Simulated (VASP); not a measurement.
An input for Quantum ESPRESSO's pw.x (written as the equivalent of a VASP run, and not itself run):

```
&CONTROL
  calculation = 'vc-relax'
  pseudo_dir = './pseudo'
  outdir = './out'
  tprnfor = .true.
  tstress = .true.
  nstep = 50
  forc_conv_thr = 0.00039
/
&SYSTEM
  ibrav = 0
  nat = 8
  ntyp = 2
  ecutwfc = 98
  occupations = 'smearing'
  smearing = 'fermi-dirac'
  degauss = 0.003675
  input_dft = 'pbe'
  nspin = 2
  starting_magnetization(1) = 0.2
/
&ELECTRONS
  conv_thr = 7.3e-08
  electron_maxstep = 100
/
&IONS
/
&CELL
/
ATOMIC_SPECIES
  Ni 58.693 Ni.upf
  Sb 121.760 Sb.upf
CELL_PARAMETERS angstrom
     3.6462410    0.0000000    0.0000000
    -1.8231200    3.1577360    0.0000000
     0.0000000    0.0000000   12.3010530
ATOMIC_POSITIONS crystal
  Ni   0.3333330  0.6666670  0.1250000
  Ni   0.6666670  0.3333330  0.6250000
  Ni   0.6666670  0.3333330  0.8750000
  Ni   0.3333330  0.6666670  0.3750000
  Sb   0.0000000  0.0000000  0.0000000
  Sb   0.0000000  0.0000000  0.5000000
  Sb   0.3333330  0.6666670  0.7500000
  Sb   0.6666670  0.3333330  0.2500000
K_POINTS automatic
  4 4 1 1 1 1
```

Problem. Write the VASP files for the same calculation (PBE).

Solution. One answer among several that fit: 
**KPOINTS**
```
Automatic mesh
0
Gamma
4 4 1
0.5 0.5 0.5
```

POSCAR:
```
NiSb
1
    3.6462410000     0.0000000000     0.0000000000
   -1.8231200000     3.1577360000     0.0000000000
    0.0000000000     0.0000000000    12.3010530000
Ni Sb
4 4
Direct
  0.3333330000   0.6666670000   0.1250000000
  0.6666670000   0.3333330000   0.6250000000
  0.6666670000   0.3333330000   0.8750000000
  0.3333330000   0.6666670000   0.3750000000
  0.0000000000   0.0000000000   0.0000000000
  0.0000000000   0.0000000000   0.5000000000
  0.3333330000   0.6666670000   0.7500000000
  0.6666670000   0.3333330000   0.2500000000
```

INCAR:
```
SYSTEM = NiSb
PREC = Accurate
ENCUT = 420
EDIFF = 1E-6
NELM = 100
ALGO = Normal
LREAL = .FALSE.
LASPH = .TRUE.
ISMEAR = -1
SIGMA = 0.05
GGA = PE
LMAXMIX = 4
LWAVE = .FALSE.
LCHARG = .FALSE.
ISIF = 3
ISPIN = 2
MAGMOM = 2.0 2.0 2.0 2.0 0.0 0.0 0.0 0.0
LORBIT = 11
IBRION = 2
NSW = 50
EDIFFG = -0.01
```

POTCAR, in this order: Ni Sb (PBE.64 set). Program: vasp_std.

What does not carry over: the potentials are each code's own (VASP's PAW set, PseudoDojo norm-conserving files in pw.x), so ENCUT and ecutwfc are chosen apart and not converted; conv_thr bounds pw.x's estimated SCF error, while EDIFF bounds the energy change between steps; starting_magnetization is a fraction of the valence charge and MAGMOM a moment in μB, so they match only roughly; forc_conv_thr acts on force components and is met together with etot_conv_thr.

The structure was generated: NiSb was put into an ordered model structure, which need not be its known phase. This run relaxes it. Symmetry was kept, so distortions that lower it aren't found. The k-mesh is coarse (spacing up to 0.58 per Å, 2π included), so the numbers may not be converged in it. The run is one of a series of settings (EDIFFG = -0.01, ENCUT = 420, IBRION = 2, ISIF = 3, NSW = 50 against the base run), some of them coarse on purpose.
